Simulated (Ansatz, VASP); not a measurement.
## Cross-check of Fe3RhN between VASP and Ansatz

Aim: how closely do two programs agree when they are given the same cell, functional and k mesh? The cell is taken from a series of runs on this material, whose earlier steps may have relaxed, scaled, displaced or heated it; both programs get it as it stands.

Program: Ansatz 0.2.0. Level of theory: plane waves, with VASP 6.6.1 beside it; relaxation of cell and atoms at PBEsol. Results are calculated unless marked as measured.

### Step 1. Set-up

It takes space group Pm-3m (No. 221, cubic). Conventional cell: a = 3.773 Å, b = 3.773 Å, c = 3.773 Å, α = 90.00°, β = 90.00°, γ = 90.00°. Nearest to Fe lie 2 N at 1.89 Å. Nearest to Rh lie 12 Fe at 2.67 Å. Nearest to N lie 6 Fe at 1.89 Å. Farther neighbours and most contacts between anions are not listed.

### Step 2. Ansatz: relaxation of cell and atoms, PBEsol, pair 1

Ansatz runs on its PAW soft_1 files.

The relaxed volume is the usual yardstick between codes: in a stiff, nearly cubic crystal its relative difference is about their pressure difference at one cell divided by the bulk modulus.

Input file input.yaml:

```yaml
crystal:
  lattice:
    - [3.7727226212, 0.0, 0.0]
    - [0.0, 3.7727226212, 0.0]
    - [0.0, 0.0, 3.7727226212]
  atoms:
    - { symbol: Fe, position: [0.0, 0.5, 0.5], spin: 2.44 }
    - { symbol: Fe, position: [0.5, 0.5, 0.0], spin: 2.44 }
    - { symbol: Fe, position: [0.5, 0.0, 0.5], spin: 2.44 }
    - { symbol: Rh, position: [0.0, 0.0, 0.0], spin: 0.89 }
    - { symbol: "N", position: [0.5, 0.5, 0.5] }
kpoints:
  mp_grid: { grid: [10, 10, 10] }
hamiltonian:
  xc: pbesol
  pseudopotentials: { kind: paw, azcp: { folder: soft_1 }, xc_functional: pbe }
scf:
  occupations: { method: gaussian, width: 0.1 }
output:
  forces: true
  stress: true
  eigenvalues: true
  populations: true
  write_density: true
  write_potential: true
  elf: true
  volumetric_format: npy
magnetization:
  spin_polarized: true
relax:
  adjacent_minimum: "off"
  f_tol: 0.005
  max_steps: 80
  cell: { stress_tol: 0.05 }
```

Command:

```console
$ ansatz run input.yaml --threads 4 --pin off --max-ram 10240MiB --backend cpu --events-out ev --progress --plain --runs-dir out
```

Numbers of over 12 decimals in the logs are rounded to 6 here.

Log:

```text
Engine: ansatz 0.2.0, aarch64-unknown-linux-gnu
Pseudopotentials: kind: paw
Pseudopotential: Fe, paw, valence charge 16, recommended cutoff 420 eV (normal), soft_1/Fe.paw.azcp
Pseudopotential: Rh, paw, valence charge 17, recommended cutoff 420 eV (normal), soft_1/Rh.paw.azcp
Pseudopotential: N, paw, valence charge 5, recommended cutoff 420 eV (normal), soft_1/N.paw.azcp
Functional definition: PBEsol
  exchange = pbesol_x
  correlation = pbesol_c
Crystal: 5 atoms, lattice volume = 53.699 Å³
Basis set: ecut = 420 eV, 1021 PW (Γ), exchange–correlation on 54×54×54 points (8 copies of the dense FFT grid, shifted against one another)
Bands: 47, of which v1, the nominal top of the filled ones, is band 35 counted from 1 (34 counted from 0)
Symmetry: 48 space group operations
Space group: Pm-3m (ITA 221), of the structure as read, at distance tolerance 3.8e-5 Å
Magnetic group: BNS 221.92 (UNI 1594), of the structure as read, at distance tolerance 3.8e-5 Å
k-points: 56 of 1000
Non-local potential: Fe, projectors of the file, l = 0: 3, l = 1: 2, l = 2: 3, l = 3: 1
Non-local potential: Rh, projectors of the file, l = 0: 3, l = 1: 2, l = 2: 2, l = 3: 1
Non-local potential: N, projectors of the file, l = 0: 2, l = 1: 2, l = 2: 1
PAW form: soft (Blöchl's): semilocal exchange-correlation on the pseudo side does not see the compensation charge
PAW frozen core: Fe, regenerated for the run's functional, and the local potential with it (the file was generated under x = pbe(κ = 0.804, μ = 0.219515), c = pbe(β = 0.066725))
PAW frozen core: Rh, regenerated for the run's functional, and the local potential with it (the file was generated under x = pbe(κ = 0.804, μ = 0.219515), c = pbe(β = 0.066725))
PAW frozen core: N, regenerated for the run's functional, and the local potential with it (the file was generated under x = pbe(κ = 0.804, μ = 0.219515), c = pbe(β = 0.066725))
PAW one-centre angular grid: Fe, 590 points (default); XC on 64 Gauss nodes
PAW one-centre angular grid: Rh, 590 points (default); XC on 64 Gauss nodes
PAW one-centre angular grid: N, 110 points (default); XC on 64 Gauss nodes
Initial density: superposition of atomic densities (chi_scale 0.1, normalization cell, long waves kept (reshape's long-wave potential 0.01 eV rms))
Starting moments: Σ|m| = 8.21 μB on 4 of 5 sites
Initial wavefunctions: pseudopotential atomic-orbital guess
Functional: x = pbesol(κ = 0.804, μ = 0.123457), c = pbesol(β = 0.046)
SCF iter   1: F=—  HF=-20063.280162 eV  |F-HF|=—  |Δ(HF+E_count)|=         —  Δρ=5.99e-2 (↑3.74e-2 ↓5.99e-2)  dr2=2.57e0  dr2_m=4.28e-1  M=7.916 μB ∫|m|=8.006 μB  β_m=0.30  ethr=3.10e-3  ⟨swp⟩=5.9  Hψ=16460  notcnv=0  defer=7
Mixer restart at iter 1: flushing history
preconditioner: auto → Kerker (q_TF=auto, 2.852 Å⁻¹)  [metal: Δε(μ)=0.001 eV  Ē_g=8.513 eV  σ=0.100 eV  W_gap=0.00  n_scr=18 (ndim 8)  ℏωp=31.2 eV  f_vac=0.000  D(μ)=5.12/eV (n_scr^D=80)]
spin=Collinear: Kerker preconditioning applied to the charge; magnetization (m = ρ↑ − ρ↓) channel mixes plain (no charge-response kernel on spin).
SCF iter   2: F=—  HF=-20062.486314 eV  |F-HF|=—  |Δ(HF+E_count)|=   7.94e-1  Δρ=3.21e-2 (↑3.05e-2 ↓3.21e-2)  dr2=5.47e-1  dr2_m=3.10e-1  M=7.998 μB ∫|m|=8.114 μB  β_m=0.45  ethr=3.10e-3  ⟨swp⟩=2.0  Hψ=7029  notcnv=0  defer=410
SCF iter   3: F=—  HF=-20063.700255 eV  |F-HF|=—  |Δ(HF+E_count)|=    1.21e0  Δρ=1.65e-2 (↑1.65e-2 ↓1.16e-2)  dr2=1.32e-1  dr2_m=6.43e-2  M=7.999 μB ∫|m|=8.158 μB  β_m=0.61  ethr=7.81e-4  ⟨swp⟩=2.4  Hψ=8020  notcnv=0  defer=412
SCF iter   4: F=—  HF=-20064.346481 eV  |F-HF|=—  |Δ(HF+E_count)|=         —  Δρ=1.01e-2 (↑1.01e-2 ↓8.55e-3)  dr2=1.57e-1  dr2_m=1.17e-2  M=8.051 μB ∫|m|=8.243 μB  β_m=0.61  ethr=1.89e-4  ⟨swp⟩=2.3  Hψ=8679  notcnv=0  defer=413
Mixer restart at iter 4: flushing history
SCF iter   5: F=—  HF=-20064.422678 eV  |F-HF|=—  |Δ(HF+E_count)|=   7.62e-2  Δρ=3.99e-3 (↑3.99e-3 ↓3.56e-3)  dr2=1.40e-2  dr2_m=3.20e-3  M=7.980 μB ∫|m|=8.185 μB  β_m=0.62  ethr=1.89e-4  ⟨swp⟩=2.4  Hψ=8934  notcnv=0  defer=413
SCF iter   6: F=—  HF=-20064.420105 eV  |F-HF|=—  |Δ(HF+E_count)|=   2.57e-3  Δρ=3.40e-3 (↑2.72e-3 ↓3.40e-3)  dr2=2.10e-2  dr2_m=9.30e-4  M=7.995 μB ∫|m|=8.205 μB  β_m=0.68  ethr=2.00e-5  ⟨swp⟩=2.0  Hψ=10223  notcnv=0  defer=412
SCF iter   7: F=—  HF=-20064.417394 eV  |F-HF|=—  |Δ(HF+E_count)|=   2.71e-3  Δρ=2.29e-3 (↑1.81e-3 ↓2.29e-3)  dr2=6.88e-3  dr2_m=1.22e-4  M=7.982 μB ∫|m|=8.200 μB  β_m=0.73  ethr=2.00e-5  ⟨swp⟩=2.1  Hψ=8453  notcnv=0  defer=412
SCF iter   8: F=—  HF=-20064.420368 eV  |F-HF|=—  |Δ(HF+E_count)|=   2.97e-3  Δρ=1.31e-3 (↑5.78e-4 ↓1.31e-3)  dr2=1.65e-3  dr2_m=8.93e-5  M=8.000 μB ∫|m|=8.217 μB  β_m=0.86  ethr=9.83e-6  ⟨swp⟩=2.0  Hψ=6308  notcnv=0  defer=410
[...]
SCF 3 converged in 9 iterations: F = -20064.421138 eV  dr2 = 6.42e-8
relax step   3: F+E_penalty+E_count = -20064.42113827 eV  Δ(F+E_penalty+E_count) = -8.849e-5 eV  max|allowed force component| = 1.073e-29 eV/Å  Δτ_max = 0.0000 Å  P = +0.002 GPa  Ω = 53.609 Å³  energy of the carried Pulay correction = +1.334e-4 eV  (9 SCF iters, dr2 threshold 6.57e-8 eV, accepted)
Initial wavefunctions: pseudopotential atomic-orbital guess (no wavefunctions were taken with the density)
iter 1 solved again at ethr=2.76e-8 eV; its pass at ethr=3.10e-3 eV (dr2=1.93e-5 eV) is discarded
SCF iter   1: F=—  HF=-20064.420954 eV  |F-HF|=—  |Δ(HF+E_count)|=         —  Δρ=7.01e-6 (↑3.90e-6 ↓7.01e-6)  dr2=3.16e-8  dr2_m=2.77e-9  M=7.987 μB ∫|m|=8.204 μB  β_m=0.65  ethr=2.76e-8  ⟨swp⟩=3.5  Hψ=32239  notcnv=0
SCF iter   2: F=—  HF=-20064.420951 eV  |F-HF|=—  |Δ(HF+E_count)|=   3.13e-6  Δρ=5.97e-6 (↑5.97e-6 ↓2.82e-6)  dr2=3.41e-8  dr2_m=3.30e-9  M=7.987 μB ∫|m|=8.204 μB  β_m=0.39  ethr=4.51e-11  ⟨swp⟩=2.2  Hψ=9192  notcnv=0
SCF iter   3: F=—  HF=-20064.420951 eV  |F-HF|=—  |Δ(HF+E_count)|=  7.35e-10  Δρ=1.63e-6 (↑1.47e-6 ↓1.63e-6)  dr2=1.05e-9  dr2_m=3.05e-11  M=7.987 μB ∫|m|=8.204 μB  β_m=0.43  ethr=4.51e-11  ⟨swp⟩=2.2  Hψ=7467  notcnv=0
SCF iter   4: F=—  HF=-20064.420951 eV  |F-HF|=—  |Δ(HF+E_count)|=   3.99e-9  Δρ=1.00e-6 (↑8.46e-7 ↓1.00e-6)  dr2=4.28e-10  dr2_m=2.49e-10  M=7.987 μB ∫|m|=8.204 μB  β_m=0.71  ethr=1.50e-12  ⟨swp⟩=2.0  Hψ=7287  notcnv=0
SCF iter   5: F=—  HF=-20064.420951 eV  |F-HF|=—  |Δ(HF+E_count)|=   3.68e-9  Δρ=1.59e-6 (↑1.04e-6 ↓1.59e-6)  dr2=1.24e-9  dr2_m=6.39e-10  M=7.987 μB ∫|m|=8.204 μB  β_m=0.86  ethr=1.00e-12  ⟨swp⟩=2.0  Hψ=7270  notcnv=0  recentre
SCF iter   6: F=—  HF=-20064.420951 eV  |F-HF|=—  |Δ(HF+E_count)|=   2.54e-9  Δρ=1.29e-6 (↑1.29e-6 ↓6.47e-7)  dr2=4.10e-10  dr2_m=3.83e-10  M=7.987 μB ∫|m|=8.204 μB  β_m=0.93  ethr=1.00e-12  ⟨swp⟩=2.1  Hψ=8903  notcnv=0
SCF iter   7: F=—  HF=-20064.420951 eV  |F-HF|=—  |Δ(HF+E_count)|=  2.73e-10  Δρ=1.45e-6 (↑1.45e-6 ↓1.14e-6)  dr2=2.43e-9  dr2_m=3.85e-10  M=7.987 μB ∫|m|=8.203 μB  β_m=0.68  ethr=1.00e-12  ⟨swp⟩=2.7  Hψ=9339  notcnv=0  recentre
SCF iter   8: F=—  HF=-20064.420951 eV  |F-HF|=—  |Δ(HF+E_count)|=  3.67e-10  Δρ=1.98e-7 (↑1.98e-7 ↓1.14e-7)  dr2=2.85e-11  dr2_m=3.69e-12  M=7.987 μB ∫|m|=8.204 μB  β_m=0.84  ethr=1.00e-12  ⟨swp⟩=2.3  Hψ=8949  notcnv=0
SCF iter   9: F=-20064.420951 eV  HF=-20064.420951 eV  |F-HF|=0.00e0  |Δ(HF+E_count)|=  3.64e-12  Δρ=5.73e-8 (↑2.60e-8 ↓5.73e-8)  dr2=4.41e-12  dr2_m=2.22e-13  M=7.987 μB ∫|m|=8.204 μB  ethr=1.00e-12  ⟨swp⟩=4.0  Hψ=21981  notcnv=0
SCF 4 converged in 9 iterations: F = -20064.420951 eV  dr2 = 4.41e-12
relax step   4: F+E_penalty+E_count = -20064.42095122 eV  Δ(F+E_penalty+E_count) = +1.870e-4 eV  max|allowed force component| = 3.545e-29 eV/Å  Δτ_max = 0.0000 Å  P = +0.001 GPa  Ω = 53.609 Å³  stress off target by 1.11e-3 GPa  SCF on the basis re-selected at this cell (its energy is not comparable with the rows above)  (9 SCF iters)
basis re-selected at this cell: Δ(F+E_penalty+E_count) = +1.870e-4 eV, ΔP = -0.001 GPa vs the last step (what re-selecting the basis moved, of the pressure what is left beyond the Pulay correction that the steps carried, after the strain that the cell walked since its last selection, with what the two solves' SCF thresholds leave and, on support functions, any second-order correction that the steps lacked; it is no m [...]
SCF converged after 9 iterations
Magnetization: 7.9871 μB (38.9935 up, 31.0065 down)
Absolute magnetization: 8.2036 μB (∫|ρ↑−ρ↓|, with the PAW one-centre terms)
Spin contamination: 0.1166 ħ² per cell (⟨S²⟩ above its minimum at these occupations)
Per-site moments (μB) at R_I (Å): [(2.189825, 0.777688), (2.189825, 0.777688), (2.189825, 0.777688), (0.811974, 1.099817), (0.022585, 0.777688)]
Free energy (F): -20064.420951 eV
Harris-Foulkes:  -20064.420951 eV  (|F-HF|=0.00e0)
Internal energy: -20064.392640 eV  (E = F + TS)
E sigma→0 (E₀):  -20064.406796 eV
Entropy (-TS):   -0.028311 eV (-5.662 meV/atom)
Fermi energy:    18.899941 eV
--- Per-component energies (eV) ---
  E_band       = -731.976104
  E_kinetic    = 1657.837598
  E_local      = -8225.153027  (includes V_loc(G=0)·N_el)
  E_nonlocal   = 1212.423883
  E_hartree    = 3327.813019
  E_xc         = -589.362409
  E_vxc        = -753.162118  (∫ρ·V_xc dr)
  E_paw        = -7714.830114  (= ΣΔE_a)
  E_vpaw       = -1279.546742  (= ΣTr[D̂ρ^β])
  E_aug_tail   = -0.001829  (compensation charges beyond the density's cutoff)
  E_ewald      = -9733.961668
  E_core_change = 0.841905  (= ΣΔE_core)
  E_smearing   = -0.028311  (= −TS)
  E_closure    = -0.000000  (closes the sum)
  Σ components = -20064.420951   (vs F -20064.420951, Δ=0.00e0)
--- Forces (eV/Å), atoms counted from 1 ---
  atom   1  Fe     0.00000000     0.00000000    -0.00000000
  atom   2  Fe    -0.00000000     0.00000000    -0.00000000
  atom   3  Fe     0.00000000    -0.00000000     0.00000000
  atom   4  Rh     0.00000000     0.00000000     0.00000000
  atom   5  N      0.00000000    -0.00000000    -0.00000000
  max |Σ_I F_I| component: 5.42e-29 eV/Å
--- Stress (GPa, compression-positive) ---
        0.001108       0.000000       0.000000
        0.000000       0.001108      -0.000000
        0.000000      -0.000000       0.001108
  P = ⅓ Tr σ = 0.0011 GPa (0.011 kbar)
--- Band table (eV; the first three rows and the last of 112) ---
  k-point 0 ↑: bands = [... 31 lower, 17.8726, 17.8743, 17.8743, 17.8743, 18.3847, 18.3847, 19.0645, 19.0645, ... 8 higher]
  k-point 1 ↑: bands = [... 31 lower, 17.8284, 17.8744, 17.8870, 17.8870, 18.3483, 18.3938, 18.8886, 18.8886, ... 8 higher]
  k-point 2 ↑: bands = [... 31 lower, 17.6924, 17.8747, 17.9257, 17.9257, 18.2602, 18.3722, 18.4471, 18.4471, ... 8 higher]
  k-point 55 ↓: bands = [... 31 lower, 18.7621, 19.9486, 19.9486, 19.9486, 20.4619, 20.4619, 20.4619, 20.5037, ... 8 higher]
--- Relaxed structure (3 steps of the walk, 3 accepted, 1 SCFs on fresh bases) ---
  F+E_penalty+E_count = -20064.42095122 eV   max|allowed force component| = 3.545e-29 eV/Å   (the final SCF, on the basis selected at the relaxed cell)
  cell:  # Å, volume = 53.6086 Å³
    - [3.770610, 0, 0]
    - [0, 3.770610, 0]
    - [0, 0, 3.770610]
  atoms:
    - { symbol: Fe, position: [0, 0.5, 0.5] }
    - { symbol: Fe, position: [0.5, 0.5, 0] }
    - { symbol: Fe, position: [0.5, 0, 0.5] }
    - { symbol: Rh, position: [0, 0, 0] }
    - { symbol: N, position: [0.5, 0.5, 0.5] }
--- Löwdin populations: 5 sites ---
  site symbol       q [e]    m [muB]
     0     Fe     15.4297     2.4076
     1     Fe     15.4297     2.4076
     2     Fe     15.4297     2.4076
     3     Rh     17.2140     0.8288
     4      N      5.8024     0.0600
  spilling = 0.009920 (of n_electrons = 70.000000)
```

[end of part 1 of 3]

[Lines on the potential files, build, host, timing and source positions are cut from VASP's logs without a mark.]

[Logs are printed without paths, hosts, clocks, repeated set-up lines and the standing remarks that a program may print on its own settings, such as how far it seeks lower states.]

[Hosts, paths, dates, database ids (printed as entryN), source tags and the programs' standing remarks are cut or masked in the printed files.]
